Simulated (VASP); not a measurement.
# C (Diamond): time-dependent DFT spectra, part 5 of 5

Which functionals bind an exciton in C (Diamond)? The cell has space group Fd-3m. The start is a cell from a database of measured crystal structures.

VASP 6.6.1, plane waves and PAW; the level of theory is named at each step.

So far, lowest excitation (eV): step 4 (casida equation on LDA, time-dependent LDA, Casida form) 5.53; step 5 (random-phase approximation on LDA, RPA spectrum on LDA) 5.53; step 9 (casida equation on HSE06, time-dependent HSE06, Casida form) 6.93; step 10 (random-phase approximation on HSE06, RPA spectrum on HSE06) 6.98.

## (14) Casida equation on PBE-EpsX

This step: time-dependent PBE-EpsX, Casida form; plane waves and PAW (C) (VASP 6.6.1).

The Casida equation, in the Tamm-Dancoff approximation (ANTIRES = 0), couples the pairs by a local exchange-correlation kernel and by exact exchange, which attracts electron and hole.

File INCAR:

```
SYSTEM = C
PREC = Accurate
ENCUT = 420
ISMEAR = 0
SIGMA = 0.01
LREAL = .FALSE.
LHFCALC = .TRUE.
AEXX = 0.172
GGA = PE
LASPH = .TRUE.
NBANDS = 24
PRECFOCK = Fast
ALGO = TDHF
NBANDSO = 4
NBANDSV = 4
OMEGAMAX = 25
NEDOS = 1000
CSHIFT = 0.1
LWAVE = .FALSE.
LCHARG = .FALSE.
ANTIRES = 0
LFXC = .TRUE.
LADDER = .TRUE.
```

File POSCAR:

```
C
1.0
    0.0000000000      1.7833700000      1.7833700000
    1.7833700000      0.0000000000      1.7833700000
    1.7833700000      1.7833700000      0.0000000000
C
2
Direct
    0.7500000000      0.7500000000      0.7500000000
    0.5000000000      0.5000000000      0.5000000000
```

File KPOINTS:

```
Automatic mesh
0
Gamma
8 8 8
0 0 0
```

Potentials, in the order of the species: C (PBE family, release 64).

The run starts from files that an earlier step left in the folder.

The run is started by

```sh
$ mpirun -np 8 vasp_std
```

The log of the run:

```text
[banner, memory and clock lines left out]
 LDA part: xc-table for (Slater+PW92), standard interpolation
 found WAVECAR, reading the header
 POSCAR, INCAR and KPOINTS ok, starting setup
 FFT: planning ... GRIDC
 FFT: planning ... GRID_SOFT
 FFT: planning ... GRID
 reading WAVECAR
 the WAVECAR file was read successfully
 initial charge from wavefunction
 available memory per node:     28.08 GB, setting MAXMEM to     28750

 The Fermi energy was updated, please check that it is located mid-gap
 values below the HOMO (VB) or above the LUMO (CB) will cause erroneous energies
 E-fermi :  11.7767

 Doing            0  frequencies on each core in blocks of            0
 parallelization over k-points
 Using distributed matrix
 Using distributed eigensolver
 allocating two-electron 4 orbital integral table    4    4    4    4
 BSE setting up matrix
 available memory per node:     28.00 GB, setting MAXMEM to     28676
 Calculate matrix elements of the BSE Hamiltonian:
 Workload is divided into blocks of two-electron 4 orbital integrals computed in
  parallel.
 Each block/integral has dimensions  of (   4,   4,   4,   4) orbitals
 Total number of blocks/integrals:               131328
 Number of spins:                                     1
 Number of kpoints:                                 512
 Spin channel:                                        1
  Number of blocks of unoccupied bands:               1
  Number of blocks of occupied bands:                 1
 Number of rows/columns of blocks:                  512

                                                        Time (sec)
               Integrals                 Ranks       Real         CPU
  [         1 -       4096/    131328]     8         1.44        0.00
  [      4097 -       8192/    131328]     8         2.97        0.00
  [      8193 -      12288/    131328]     8         4.45        0.00
  [     12289 -      16384/    131328]     8         5.88        0.00
  [     16385 -      20480/    131328]     8         7.39        0.00
  [     20481 -      24576/    131328]     8         8.84        0.00
  [     24577 -      28672/    131328]     8        10.21        0.00
  [     28673 -      32768/    131328]     8        11.35        0.00
  [     32769 -      36864/    131328]     8        12.58        0.00
  [     36865 -      40960/    131328]     8        13.99        0.00
  [     40961 -      45056/    131328]     8        15.35        0.00
  [     45057 -      49152/    131328]     8        16.72        0.00
  [     49153 -      53248/    131328]     8        18.02        0.00
  [     53249 -      57344/    131328]     8        19.54        0.00
  [     57345 -      61440/    131328]     8        20.94        0.00
  [     61441 -      65536/    131328]     8        22.53        0.00
  [     65537 -      69632/    131328]     8        24.11        0.00
  [     69633 -      73728/    131328]     8        25.60        0.00
  [     73729 -      77824/    131328]     8        26.90        0.00
  [     77825 -      81920/    131328]     8        28.32        0.00
  [     81921 -      86016/    131328]     8        29.86        0.00
  [     86017 -      90112/    131328]     8        31.50        0.00
  [     90113 -      94208/    131328]     8        32.76        0.00
  [     94209 -      98304/    131328]     8        34.09        0.00
  [     98305 -     102400/    131328]     8        35.55        0.00
  [    102401 -     106496/    131328]     8        37.09        0.00
  [    106497 -     110592/    131328]     8        38.70        0.00
  [    110593 -     114688/    131328]     8        40.24        0.00
  [    114689 -     118784/    131328]     8        41.56        0.00
  [    118785 -     122880/    131328]     8        42.99        0.00
  [    122881 -     126976/    131328]     8        44.50        0.00
  [    126977 -     131072/    131328]     8        45.98        0.00
  [    131073 -     131328/    131328]     8        46.11        0.00

[... 6 parts as in an earlier step ...]
```

Run time: 1.7 min. Hardware: 8 MPI ranks of Intel Xeon Platinum 8488C (Sapphire Rapids), shared host; peak memory 2.9 GiB.

OUTCAR, selected parts (step 14):

```text
   NELECT =       8.0000    total number of electrons

 E-fermi :  11.7767

[... 9 parts as in an earlier step ...]

[... 1 further part left out ...]
```

Numbers from this step:

- lowest excitation: 6.629 eV

The imaginary dielectric function, xx has structure finer than the step of the table below, so its rows give means over 0.5 eV, whole bins alone (the curve runs from 0 to 25 eV). Peaks (eV: height): 8.01: 12.4, 9.76: 12.0, 11.14: 20.5, 11.76: 30.9, 12.09: 37.1, 13.46: 7.73, 15.14: 12.5.

From 4 filled and 4 empty bands alone, without any pair above OMEGAMAX = 25 eV, so strength is missing wherever others contribute; lines are broadened by CSHIFT, which also makes the tail under the first line. Imaginary dielectric function, xx against photon energy; means over each step:

| photon energy (eV) | imaginary dielectric function, xx |
| --- | --- |
| 0.5 | 0.00362 |
| 1.0 | 0.00733 |
| 1.5 | 0.0113 |
| 2.0 | 0.0157 |
| 2.5 | 0.0206 |
| 3.0 | 0.0265 |
| 3.5 | 0.0337 |
| 4.0 | 0.0431 |
| 4.5 | 0.0560 |
| 5.0 | 0.0758 |
| 5.5 | 0.113 |
| 6.0 | 0.233 |
| 6.5 | 2.05 |
| 7.0 | 0.770 |
| 7.5 | 1.000 |
| 8.0 | 7.89 |
| 8.5 | 4.30 |
| 9.0 | 2.68 |
| 9.5 | 3.82 |
| 10.0 | 9.16 |
| 10.5 | 6.26 |
| 11.0 | 13.7 |
| 11.5 | 14.5 |
| 12.0 | 26.9 |
| 12.5 | 8.28 |
| 13.0 | 3.20 |
| 13.5 | 5.28 |
| 14.0 | 3.56 |
| 14.5 | 6.87 |
| 15.0 | 9.25 |
| 15.5 | 7.34 |
| 16.0 | 3.89 |
| 16.5 | 1.34 |
| 17.0 | 1.29 |
| 17.5 | 1.22 |
| 18.0 | 1.07 |
| 18.5 | 1.24 |
| 19.0 | 1.14 |
| 19.5 | 1.30 |
| 20.0 | 1.13 |
| 20.5 | 1.18 |
| 21.0 | 1.00 |
| 21.5 | 1.05 |
| 22.0 | 0.449 |
| 22.5 | 0.335 |
| 23.0 | 0.580 |
| 23.5 | 0.396 |
| 24.0 | 0.593 |
| 24.5 | 0.211 |

Some of the lowest 40 states alone, with states under 2.5 meV apart joined, scaled to the strongest line shown. Lines of the exciton spectrum (strongest = 100):

| position (eV) | lines merged | oscillator strength |
| --- | --- | --- |
| 6.630 | 6 | 38 |
| 6.634 | 2 | 0.0 |
| 6.646 | 1 | 0.0 |
| 7.629 | 2 | 0.0 |
| 7.635 | 3 | 0.0 |
| 7.653 | 1 | 0.0 |
| 7.984 | 3 | 100 |
| 7.988 | 3 | 0.0 |
| 8.005 | 3 | 0.0 |
| 8.008 | 3 | 0.0 |
| 8.200 | 3 | 52 |

The lowest excitation lies at 6.629 eV, -404 meV against the direct gap of these orbitals, a distance that this coarse mesh makes far too large. Peak heights aren't converged with the mesh, least of all at the onset.

## (15) Random-phase approximation on PBE-EpsX

This step: RPA spectrum on PBE-EpsX; plane waves and PAW (C) (VASP 6.6.1).

With the exchange-correlation kernel off, only the local fields remain: the random-phase approximation.

INCAR: that of step 14 with these lines changed.

```diff
@@ -21,3 +21,3 @@
 ANTIRES = 0
-LFXC = .TRUE.
-LADDER = .TRUE.
+LFXC = .FALSE.
+LADDER = .FALSE.
```

POSCAR is that of step 14.

KPOINTS is that of step 14.

The run is started by

```sh
$ mpirun -np 8 vasp_std
```

The log of the run:

```text
[banner, memory and clock lines left out]
 LDA part: xc-table for (Slater+PW92), standard interpolation
 found WAVECAR, reading the header
 POSCAR, INCAR and KPOINTS ok, starting setup
 FFT: planning ... GRIDC
 FFT: planning ... GRID_SOFT
 FFT: planning ... GRID
 reading WAVECAR
 the WAVECAR file was read successfully
 initial charge from wavefunction
 available memory per node:     27.97 GB, setting MAXMEM to     28638

 Doing            0  frequencies on each core in blocks of            0
 parallelization over k-points
 Using distributed matrix
 Using distributed eigensolver
 allocating two-electron 4 orbital integral table    4    4    4    4
 BSE setting up matrix
 available memory per node:     28.00 GB, setting MAXMEM to     28668
 Calculate matrix elements of the BSE Hamiltonian:
 Workload is divided into blocks of two-electron 4 orbital integrals computed in
  parallel.
 Each block/integral has dimensions  of (   4,   4,   4,   4) orbitals
 Total number of blocks/integrals:               131328
 Number of spins:                                     1
 Number of kpoints:                                 512
 Spin channel:                                        1
  Number of blocks of unoccupied bands:               1
  Number of blocks of occupied bands:                 1
 Number of rows/columns of blocks:                  512

                                                        Time (sec)
               Integrals                 Ranks       Real         CPU
  [         1 -       4096/    131328]     8         0.67        0.00
  [      4097 -       8192/    131328]     8         1.33        0.00
  [      8193 -      12288/    131328]     8         2.08        0.00
  [     12289 -      16384/    131328]     8         2.82        0.00
  [     16385 -      20480/    131328]     8         3.53        0.00
  [     20481 -      24576/    131328]     8         4.27        0.00
  [     24577 -      28672/    131328]     8         5.07        0.00
  [     28673 -      32768/    131328]     8         5.84        0.00
  [     32769 -      36864/    131328]     8         6.59        0.00
  [     36865 -      40960/    131328]     8         7.36        0.00
  [     40961 -      45056/    131328]     8         8.24        0.00
  [     45057 -      49152/    131328]     8         9.21        0.00
  [     49153 -      53248/    131328]     8        10.18        0.00
  [     53249 -      57344/    131328]     8        11.14        0.00
  [     57345 -      61440/    131328]     8        12.11        0.00
  [     61441 -      65536/    131328]     8        13.03        0.00
  [     65537 -      69632/    131328]     8        13.94        0.00
  [     69633 -      73728/    131328]     8        14.88        0.00
  [     73729 -      77824/    131328]     8        15.83        0.00
  [     77825 -      81920/    131328]     8        16.72        0.00
  [     81921 -      86016/    131328]     8        17.63        0.00
  [     86017 -      90112/    131328]     8        18.54        0.00
  [     90113 -      94208/    131328]     8        19.47        0.00
  [     94209 -      98304/    131328]     8        20.38        0.00
  [     98305 -     102400/    131328]     8        21.30        0.00
  [    102401 -     106496/    131328]     8        22.21        0.00
  [    106497 -     110592/    131328]     8        23.12        0.00
  [    110593 -     114688/    131328]     8        24.01        0.00
  [    114689 -     118784/    131328]     8        24.83        0.00
  [    118785 -     122880/    131328]     8        25.64        0.00
  [    122881 -     126976/    131328]     8        26.47        0.00
  [    126977 -     131072/    131328]     8        27.30        0.00
  [    131073 -     131328/    131328]     8        27.39        0.00

[... 7 parts as in an earlier step ...]
```

Elapsed: 81 s, on 8 MPI ranks; peak memory 2.9 GiB.

OUTCAR, selected parts (step 15):

```text
   NELECT =       8.0000    total number of electrons

 E-fermi :  11.7767

[... 9 parts as in an earlier step ...]

[... 1 further part left out ...]
```

This step gave:

- lowest excitation: 7.035 eV

The imaginary dielectric function, xx has structure finer than the step of the table below, so its rows give means over 0.5 eV, whole bins alone (the curve runs from 0 to 25 eV). Peaks (eV: height): 8.63: 6.72, 10.34: 6.96, 11.71: 10.3, 12.26: 12.7, 12.84: 30.7, 13.96: 8.51, 16.27: 15.6.

From 4 filled and 4 empty bands alone, without any pair above OMEGAMAX = 25 eV, so strength is missing wherever others contribute; lines are broadened by CSHIFT, which also makes the tail under the first line. The imaginary dielectric function, xx by photon energy; means over each step:

| photon energy (eV) | imaginary dielectric function, xx |
| --- | --- |
| 0.5 | 0.00238 |
| 1.0 | 0.00478 |
| 1.5 | 0.00732 |
| 2.0 | 0.0100 |
| 2.5 | 0.0131 |
| 3.0 | 0.0166 |
| 3.5 | 0.0206 |
| 4.0 | 0.0256 |
| 4.5 | 0.0320 |
| 5.0 | 0.0407 |
| 5.5 | 0.0540 |
| 6.0 | 0.0800 |
| 6.5 | 0.183 |
| 7.0 | 1.33 |
| 7.5 | 0.338 |
| 8.0 | 0.614 |
| 8.5 | 4.34 |
| 9.0 | 3.29 |
| 9.5 | 1.59 |
| 10.0 | 2.26 |
| 10.5 | 5.06 |
| 11.0 | 3.56 |
| 11.5 | 6.72 |
| 12.0 | 7.10 |
| 12.5 | 13.9 |
| 13.0 | 20.4 |
| 13.5 | 5.07 |
| 14.0 | 6.84 |
| 14.5 | 3.84 |
| 15.0 | 5.88 |
| 15.5 | 7.76 |
| 16.0 | 13.1 |
| 16.5 | 12.4 |
| 17.0 | 3.60 |
| 17.5 | 2.49 |
| 18.0 | 2.17 |
| 18.5 | 1.97 |
| 19.0 | 1.96 |
| 19.5 | 1.83 |
| 20.0 | 2.10 |
| 20.5 | 2.01 |
| 21.0 | 2.09 |
| 21.5 | 1.80 |
| 22.0 | 2.40 |
| 22.5 | 1.27 |
| 23.0 | 0.764 |
| 23.5 | 1.45 |
| 24.0 | 0.890 |
| 24.5 | 1.51 |

The lowest excitation lies at 7.035 eV, +1 meV against the direct gap of these orbitals. Peak heights aren't converged with the mesh, least of all at the onset.

## (16) Summary

This step: time-dependent LDA, HSE06, PBE-EpsX; plane waves and PAW (VASP 6.6.1).

No new run; the numbers come from the runs before.

Cost is wall time times ranks on a shared host, for this step alone, without the steps before it. Excitations by level:

| level | first excitation (eV) | cost (core minutes) |
| --- | --- | --- |
| Casida equation on LDA | 5.534 | 13.73 |
| random phases on LDA | 5.535 | 13.87 |
| Casida equation on HSE06 | 6.928 | 11.47 |
| random phases on HSE06 | 6.985 | 9.33 |
| Casida equation on PBE-EpsX | 6.629 | 13.47 |
| random phases on PBE-EpsX | 7.035 | 10.81 |

## (17) What came out

```
Casida equation on LDA      : lowest vertical excitation 5.534 eV; direct gap 5.534 eV
RPA on LDA                  : lowest vertical excitation 5.535 eV; direct gap 5.534 eV
Casida equation on HSE06    : lowest vertical excitation 6.928 eV; direct gap 6.984 eV
RPA on HSE06                : lowest vertical excitation 6.985 eV; direct gap 6.984 eV
Casida equation on PBE-EpsX : lowest vertical excitation 6.629 eV; direct gap 7.034 eV
RPA on PBE-EpsX             : lowest vertical excitation 7.035 eV; direct gap 7.034 eV
```

In words: Time-dependent HSE06 puts the lowest vertical singlet excitation at 6.928 eV, 0.06 eV below the direct gap of 6.984 eV; the states within 10 meV of it carry 37 % of the strength of the strongest such group among the lowest 40 states. Time-dependent PBE-EpsX puts the lowest vertical singlet excitation at 6.629 eV, 0.40 eV below the direct gap of 7.034 eV; the states within 10 meV of it carry 38 % of the strength of the strongest such group among the lowest 40 states. The exchange-correlation kernel and the attraction move the centre of weight of eps2 xx over the computed range by -1.93 eV against the run in the random-phase approximation on HSE06 (HSE06). The exchange-correlation kernel and the attraction move the centre of weight of eps2 xx over the computed range by -1.98 eV against the run in the random-phase approximation on PBE-EpsX, a shift that holds the same mesh error (PBE-EpsX). The LDA kernel binds nothing: its lowest excitation, 5.534 eV, sits at the direct gap of 5.534 eV. The binding energy was not obtained: in a well-screened crystal the exciton spreads over many cells, and on this mesh its distance from the gap is set by the mesh and is far too large. On such a mesh the heights of single peaks aren't converged either. For the hybrids, on a mesh this coarse most of the distance from the gap can come from the q = 0 term of the exact exchange, which falls with the number of k points, so it doesn't show which functional binds an exciton. These are vertical excitations; an indirect gap can lie lower. Direct gaps by functional: 5.534 eV at LDA, 6.984 eV at HSE06 and 7.034 eV at PBE-EpsX. Exact exchange widens them. Unscreened exchange converges slowly with the mesh, in the gaps as in the binding, and the two errors partly cancel in the excitation energy. Only the bands set by NBANDSO and NBANDSV form pairs, and any pair above OMEGAMAX = 25 eV is dropped, so the spectrum is that of this window; the window can cut degenerate bands. The given cell is kept, although it stands at -14.1 GPa at LDA and ENCUT = 420 eV, which holds the mismatch of the given cell with this functional and any basis-set error. Not tabulated here, as repeats of values shown or as unfit to read for their mesh, reference level or band range: eps2 curves (empty bands); eps1 curves and static values (Casida equation, empty bands, random phases); line lists of runs without attraction (Casida equation, random phases); gaps (empty bands); exciton binding energies (Casida equation).

[Lines on the potential files, build, host, timing and source positions are cut from VASP's logs without a mark.]

[Logs are printed without paths, hosts, clocks, repeated set-up lines and the standing remarks that a program may print on its own settings, such as how far it seeks lower states.]

[Hosts, paths, dates, database ids (printed as entryN), source tags and the programs' standing remarks are cut or masked in the printed files.]

[Pressures printed for these runs are not shown converged in the cutoff: they can be off by several GPa and have the wrong sign.]
